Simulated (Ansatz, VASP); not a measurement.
# Cross-check of SnSe2 between VASP and Ansatz, part 2 of 2

Aim: how closely do two programs agree when they are given the same cell, functional and k mesh?

VASP 6.6.1 and Ansatz 0.2.0.

So far. Step 3 (VASP: single point, PBEsol): The run ends at a pressure of 2.72 GPa, with forces up to 0.62 eV/Å. Step 7 (Ansatz: single point, PBEsol): The run ends at a pressure of -0.33 GPa, with forces up to 0.019 eV/Å.

### Step 9. Further runs

An all-electron run, which needs no data sets, serves as referee.

```tsv
run	difference in gap on the k mesh (eV)
as above	0.0019
Ansatz's all-electron LAPW method	0.0018
```

### Step 10. VASP: relaxation, PBEsol with D3(BJ)

This run makes the geometry at which the two programs are then compared. The cell compared in this pair holds 72.96 Å³, against 78.87 Å³ for the pair before.

INCAR reads:

```
SYSTEM = SnSe2
PREC = Accurate
ENCUT = 500
EDIFF = 1E-06
NELM = 100
ISMEAR = 0
SIGMA = 0.03
LREAL = .FALSE.
ALGO = Normal
GGA = PS
IVDW = 12
NBANDS = 19
LORBIT = 11
LWAVE = .FALSE.
LCHARG = .FALSE.
KPAR = 4
IBRION = 2
NSW = 30
ISIF = 4
EDIFFG = -0.01
```

POSCAR reads:

```
SnSe2
1.0
    3.8158327686      0.0000000000      0.0000000000
   -1.9079163844      3.3046081143      0.0000000000
    0.0000000000      0.0000000000      5.7858042034
Sn Se
1 2
Direct
    0.0000000000      0.0000000000      0.0000000000
    0.6666666667      0.3333333333      0.7248883142
    0.3333333333      0.6666666667      0.2751116858
```

KPOINTS reads:

```
Automatic mesh
0
Gamma
6 6 4
0 0 0
```

The projector-augmented-wave data sets are Sn_d and Se (PBE family, release 64).

The run is started by

```bash
> mpirun -np 4 vasp_std
```

Numbers of over 12 decimals in the logs are rounded to 6 here.

Output:

```text
[... set-up lines as in an earlier step ...]
 entering main loop
       N       E                     dE             d eps       ncg     rms          rms(c)
DAV:   1     0.197094655389E+03    0.19709E+03   -0.12144E+04   924   0.153E+03
DAV:   2     0.910886304976E+01   -0.18799E+03   -0.18140E+03   961   0.380E+02
DAV:   3    -0.124771987295E+02   -0.21586E+02   -0.21176E+02  1156   0.114E+02
DAV:   4    -0.131782009885E+02   -0.70100E+00   -0.69973E+00  1083   0.210E+01
[...]
DAV:  10    -0.129423680576E+02   -0.10862E-05   -0.89389E-05  1145   0.596E-02    0.268E-02
DAV:  11    -0.129423781159E+02   -0.10058E-04   -0.18797E-05   942   0.257E-02    0.556E-03
DAV:  12    -0.129423783070E+02   -0.19113E-06   -0.84890E-07   675   0.697E-03
   1 F= -.13988600E+02 E0= -.13988600E+02  d E =-.139886E+02
[... from here on, the cycles between the ionic steps are left out ...]
   2 F= -.13989490E+02 E0= -.13989490E+02  d E =-.890762E-03
   3 F= -.13989783E+02 E0= -.13989783E+02  d E =-.118327E-02
   4 F= -.13990101E+02 E0= -.13990101E+02  d E =-.317791E-03
   5 F= -.13990294E+02 E0= -.13990294E+02  d E =-.510966E-03
   6 F= -.13990303E+02 E0= -.13990303E+02  d E =-.519991E-03
   7 F= -.13990362E+02 E0= -.13990362E+02  d E =-.578653E-03
[...]
reached required accuracy - stopping structural energy minimisation
```

Parts of OUTCAR (step 10):

```text
 Edisp (eV)   -1.04575

 Edisp (eV)   -1.04583

  Total      -0.27125    -0.27125    -0.26345     0.00000     0.00000     0.00000
  in kB      -5.95681    -5.95681    -5.78543     0.00000     0.00000     0.00000
  external pressure =       -5.90 kB  Pullay stress =        0.00 kB

 POSITION                                       TOTAL-FORCE (eV/Angst)
 -----------------------------------------------------------------------------------
     -1.90248      3.29520     -0.00000        -0.000000     -0.000000      0.000000
      1.90248      1.09840      4.23442        -0.000000      0.000000     -0.000403
     -0.00000      2.19680      1.58448         0.000000     -0.000000      0.000403
 -----------------------------------------------------------------------------------
    total drift:                               -0.000000      0.000000     -0.000000

  FREE ENERGIE OF THE ION-ELECTRON SYSTEM (eV)
  ---------------------------------------------------
  free  energy   TOTEN  =       -13.9903616406 eV

  energy  without entropy=      -13.9903616406  energy(sigma->0) =      -13.99036164

[... 2 parts as in an earlier step ...]

[... 2 further parts left out ...]
[key lines of the parts left out:]
E-fermi :   5.1270
```

### Step 11. Ansatz: single point, PBEsol with D3(BJ)

The same cell, functional, mesh and smearing now go to Ansatz, which takes its cutoff from its data sets.

The structure compared here is the end of the VASP relaxation.

input.yaml reads:

```yaml
crystal:
  lattice:
    - [3.8049654, 0.0, 0.0]
    - [-1.9024827, 3.2951967, 0.0]
    - [0.0, 0.0, 5.81890109]
  atoms:
    - { symbol: Sn, position: [0.0, 0.0, 0.0] }
    - { symbol: Se, position: [0.66666667, 0.33333333, 0.72770044] }
    - { symbol: Se, position: [0.33333333, 0.66666667, 0.27229956] }
hamiltonian:
  xc: pbesol
  pseudopotentials: { kind: paw }
  dispersion: d3bj
kpoints:
  mp_grid: { grid: [6, 6, 4] }
scf:
  occupations: { method: gaussian, width: 0.03 }
  n_extra_bands: 4
output:
  forces: true
  stress: true
  eigenvalues: true
  write_density: true
  write_potential: true
  elf: true
  volumetric_format: npy
```

The run is started by

```bash
> ansatz run input.yaml --threads 2 --pin off --max-ram 4608MiB --backend cpu --events-out ev --progress --plain --runs-dir out
```

Output:

```text
[...]
Crystal: 3 atoms, lattice volume = 72.958 Å³
Basis set: ecut = 420 eV, 1435 PW (Γ), exchange–correlation on 54×54×80 points (8 copies of the dense FFT grid, shifted against one another)
Bands: 27, of which v1, the nominal top of the filled ones, is band 23 counted from 1 (22 counted from 0)
Symmetry: 12 space group operations
[...]
k-points: 24 of 144
[...]
--- Band table (eV; the first three rows and the last of 24) ---
  k-point 0: bands = [... 19 lower, 8.2970, 8.3959, 8.3959, 9.0525, 9.7495, 11.8953, 13.5599, 13.5599]
  k-point 1: bands = [... 19 lower, 8.1370, 8.1370, 8.6217, 8.6217, 10.8856, 11.9126, 13.2911, 13.2911]
  k-point 2: bands = [... 19 lower, 8.0677, 8.0677, 8.7610, 8.7610, 11.6388, 11.7379, 13.0452, 13.0452]
  k-point 23: bands = [... 19 lower, 4.4037, 4.8941, 8.7430, 8.7430, 11.4287, 13.1119, 13.1119, 14.6110]
[key lines of the parts left out:]
SCF converged after 6 iterations
Free energy (F): -16800.231068 eV
Fermi energy:    9.336631 eV
P = ⅓ Tr σ = -0.7174 GPa (-7.174 kbar)
```

The job ended after 2.5 s (2 threads of Arm Neoverse V2, shared host; peak memory 0.36 GiB; 3.9 s of CPU time).

The run ends at a pressure of -0.72 GPa, with forces up to 0.022 eV/Å.

### Step 12. Side by side

Compared:

```tsv
quantity	Ansatz	VASP	difference
pressure (GPa)	-0.72	-0.59	-0.13
gap on the k mesh (eV)	0.481	0.474	+0.007
```

At this near-relaxed geometry the largest component of a force difference is 22 meV/Å. Ansatz's pressure holds a Pulay correction of 0.04 GPa; VASP's holds none.

### Step 13. What moves the difference

An all-electron run, which needs no data sets, serves as referee.

```tsv
run	difference in gap on the k mesh (eV)
as above	0.0073
Ansatz's all-electron LAPW method	0.0084
```

### Step 14. Results

```json
{
  "r.m.s. force difference (single point, PBEsol)": "3.8 % of the r.m.s. force",
  "difference in gap on the k mesh (single point, PBEsol, volume scaled by 1.015)": "0.0019 eV",
  "difference in gap on the k mesh (single point, PBEsol with D3(BJ), volume scaled by 1.015)": "0.0073 eV",
  "r.m.s. force difference (single point, PBEsol with D3(BJ))": "10 meV/Å"
}
```

**Reading.** The r.m.s. force difference is 3.8 % of the r.m.s. force (single point, PBEsol), beyond the 3 % picked in this series as the mark of a large difference. For single point, PBEsol: no further run halves the r.m.s. force difference; only Ansatz's side was varied. The all-electron run, which needs no data set, lies 4.0 % of the r.m.s. force from VASP, against 3.8 for Ansatz's PAW result. For single point, PBEsol: no further run halves the difference in gap on the k mesh; only Ansatz's side was varied. The all-electron run, which needs no data set, lies 0.0018 eV from VASP and 1.0e-4 eV from Ansatz's PAW result, so it sides with Ansatz. For single point, PBEsol with D3(BJ): no further run halves the difference in gap on the k mesh; only Ansatz's side was varied. 6 further runs on this material are not shown. Differences of this kind measure data sets and numerical settings, not the functional's error against experiment.

[Lines on the potential files, build, host, timing and source positions are cut from VASP's logs without a mark.]

[Logs are printed without paths, hosts, clocks, repeated set-up lines and the standing remarks that a program may print on its own settings, such as how far it seeks lower states.]

[Hosts, paths, dates, database ids (printed as entryN), source tags and the programs' standing remarks are cut or masked in the printed files.]
